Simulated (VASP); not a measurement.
All values below come from PBEsol GGA, VASP's PBE PAW potentials (set 64) (plane waves; VASP).

VASP ran on this input.

POSCAR:
```
WC
1
    1.4510607398    -2.5133110007     0.0000000000
    1.4510607398     2.5133110007    -0.0000000000
    0.0000000000    -0.0000000000     2.8291178872
W C
1 1
Direct
  0.0000000000   0.0000000000   0.0000000000
  0.3333330000   0.6666670000   0.5000000000
```

### INCAR
```
ISMEAR = 1   ! Methfessel-Paxton
ENCUT = 620
SYSTEM = WC
EDIFF = 1E-6
LASPH = .TRUE.   ! aspherical one-centre terms
IBRION = 2
ALGO = Normal   ! blocked Davidson
EDIFFG = -0.02
NELM = 100   ! most electronic steps
NSW = 40
ISIF = 3
LREAL = .FALSE.
LWAVE = .FALSE.
LCHARG = .FALSE.
SIGMA = 0.1
PREC = Accurate
LMAXMIX = 6   ! l cut-off of mixed one-centre charges
GGA = PS
```

KPOINTS:
```
Automatic mesh
0
Gamma
14 14 13
0 0 0
```

POTCAR, in this order: W_sv C (PBE.64 set). Program: vasp_std.

The run wrote:

File OUTCAR:
```
 ion  position               nearest neighbor table
   1  0.000  0.000  0.000-   2 2.19   2 2.19   2 2.19   2 2.19   2 2.19   2 2.19
   2  0.333  0.667  0.500-   1 2.19   1 2.19   1 2.19   1 2.19   1 2.19   1 2.19
  LATTYP: Found a hexagonal cell.
 ALAT       =     2.9021215441
 C/A-ratio  =     0.9748447280
 Subroutine PRICEL returns:
 Original cell was already a primitive cell.
 Subroutine GETGRP returns: Found 12 space group operations
The static configuration has the point symmetry D_3h.
The dynamic configuration has the point symmetry D_3h.
 Subroutine INISYM returns: Found 12 space group operations
 Subroutine IBZKPT returns following result:
 Found    168 irreducible k-points:

 Following reciprocal coordinates:
            Coordinates               Weight
  0.000000  0.000000  0.000000      1.000000
  0.071429 -0.000000  0.000000      6.000000
  0.142857 -0.000000  0.000000      6.000000
  0.214286 -0.000000  0.000000      6.000000
  0.285714 -0.000000  0.000000      6.000000
  0.357143  0.000000  0.000000      6.000000
  0.428571 -0.000000  0.000000      6.000000
  0.500000 -0.000000  0.000000      3.000000
  0.071429  0.071429  0.000000      6.000000
  0.142857  0.071429  0.000000     12.000000
  0.214286  0.071429  0.000000     12.000000
  0.285714  0.071429  0.000000     12.000000
  0.357143  0.071429  0.000000     12.000000
  0.428571  0.071429  0.000000     12.000000
  0.142857  0.142857  0.000000      6.000000
  0.214286  0.142857  0.000000     12.000000
  0.285714  0.142857  0.000000     12.000000
  0.357143  0.142857  0.000000     12.000000
  0.428571  0.142857  0.000000      6.000000
  0.214286  0.214286  0.000000      6.000000
  0.285714  0.214286  0.000000     12.000000
  0.357143  0.214286  0.000000     12.000000
  0.285714  0.285714  0.000000      6.000000
...
```

**OSZICAR**
```
       N       E                     dE             d eps       ncg     rms          rms(c)
DAV:   1     0.121354589978E+03    0.12135E+03   -0.10946E+04  4368   0.174E+03
DAV:   2    -0.223899487179E+02   -0.14374E+03   -0.14000E+03  5008   0.415E+02
DAV:   3    -0.267665524952E+02   -0.43766E+01   -0.43320E+01  5356   0.652E+01
DAV:   4    -0.268089833260E+02   -0.42431E-01   -0.42417E-01  4824   0.689E+00
DAV:   5    -0.268093188389E+02   -0.33551E-03   -0.33551E-03  5153   0.637E-01    0.335E+01
DAV:   6    -0.240080222237E+02    0.28013E+01   -0.87051E+00  4943   0.307E+01    0.935E+00
DAV:   7    -0.239338383847E+02    0.74184E-01   -0.37469E-01  4543   0.553E+00    0.627E+00
DAV:   8    -0.239022310972E+02    0.31607E-01   -0.71390E-02  4898   0.238E+00    0.757E-01
DAV:   9    -0.239011731712E+02    0.10579E-02   -0.39580E-03  4653   0.474E-01    0.142E-01
DAV:  10    -0.239010300117E+02    0.14316E-03   -0.29081E-04  5058   0.236E-01    0.638E-02
DAV:  11    -0.239010285334E+02    0.14783E-05   -0.24181E-05  4828   0.457E-02    0.104E-02
DAV:  12    -0.239010275210E+02    0.10124E-05   -0.44074E-06  4643   0.184E-02    0.320E-03
DAV:  13    -0.239010275554E+02   -0.34383E-07   -0.91137E-08  2229   0.340E-03
   1 F= -.23901028E+02 E0= -.23901034E+02  d E =-.239010E+02
       N       E                     dE             d eps       ncg     rms          rms(c)
DAV:   1    -0.239020632223E+02   -0.10357E-02   -0.37617E-02  4383   0.235E+00    0.190E-01
DAV:   2    -0.239012521688E+02    0.81105E-03   -0.18205E-03  4633   0.447E-01    0.879E-02
DAV:   3    -0.239009830183E+02    0.26915E-03   -0.41821E-04  4693   0.188E-01    0.286E-02
DAV:   4    -0.239009674820E+02    0.15536E-04   -0.51890E-05  5033   0.677E-02    0.790E-03
DAV:   5    -0.239009671029E+02    0.37905E-06   -0.30703E-06  4388   0.167E-02
   2 F= -.23900967E+02 E0= -.23900981E+02  d E =0.604525E-04
       N       E                     dE             d eps       ncg     rms          rms(c)
DAV:   1    -0.239014730838E+02   -0.50560E-03   -0.13096E-02  4383   0.138E+00    0.113E-01
DAV:   2    -0.239011897815E+02    0.28330E-03   -0.63154E-04  4623   0.263E-01    0.519E-02
DAV:   3    -0.239010969647E+02    0.92817E-04   -0.14460E-04  4673   0.111E-01    0.172E-02
DAV:   4    -0.239010914600E+02    0.55046E-05   -0.17904E-05  5013   0.398E-02    0.465E-03
DAV:   5    -0.239010913016E+02    0.15840E-06   -0.10132E-06  2404   0.987E-03
   3 F= -.23901091E+02 E0= -.23901101E+02  d E =-.637462E-04
```

OUTCAR:
```
------------------------ aborting loop because EDIFF is reached ----------------------------------------
  FORCE on cell =-STRESS in cart. coord.  units (eV):
  Direction    XX          YY          ZZ          XY          YZ          ZX
  --------------------------------------------------------------------------------------
  Total       -0.0099838     -0.0099838     -0.0087617      0.0000000     -0.0000000     -0.0000000
  in kB       -0.7750083     -0.7750084     -0.6801368      0.0000000     -0.0000000     -0.0000000
  external PRESSURE =      -0.7433845 kB  Pullay stress =       0.0000000 kB
  volume of cell :       20.64
      direct lattice vectors                 reciprocal lattice vectors
     1.450502091 -2.512343392  0.000000000     0.344708224 -0.199017380  0.000000000
     1.450502091  2.512343392  0.000000000     0.344708224  0.199017380  0.000000000
    -0.000000000  0.000000000  2.831869686    -0.000000000  0.000000000  0.353123594
 POSITION                                       TOTAL-FORCE (eV/Angst)
 -----------------------------------------------------------------------------------
      0.00000     -0.00000      0.00000        -0.000000      0.000000      0.000000
      1.45050      0.83745      1.41593         0.000000     -0.000000      0.000000
 -----------------------------------------------------------------------------------
    total drift:                               -0.000000     -0.000378      0.000000
  FREE ENERGIE OF THE ION-ELECTRON SYSTEM (eV)
  ---------------------------------------------------
  free  energy   TOTEN  =       -23.9010913016 eV

  energy  without entropy=      -23.9011215412  energy(sigma->0) =      -23.90110138

 reached required accuracy - stopping structural energy minimisation
```
(Selected blocks of OUTCAR.)

**CONTCAR**
```
WC
   1.00000000000000
     1.4505020909061070   -2.5123433923461418    0.0000000000000000
     1.4505020909061070    2.5123433923461418    0.0000000000000000
    -0.0000000000000000    0.0000000000000000    2.8318696859238663
  W               C
     1     1
Direct
     0.0000000000000000    0.0000000000000000    0.0000000000000000
     0.3333330000000032    0.6666669999999968    0.5000000000000000
```

The compound is WC in the wc structure. This run relaxes it. Symmetry was kept, so distortions that lower it aren't found.
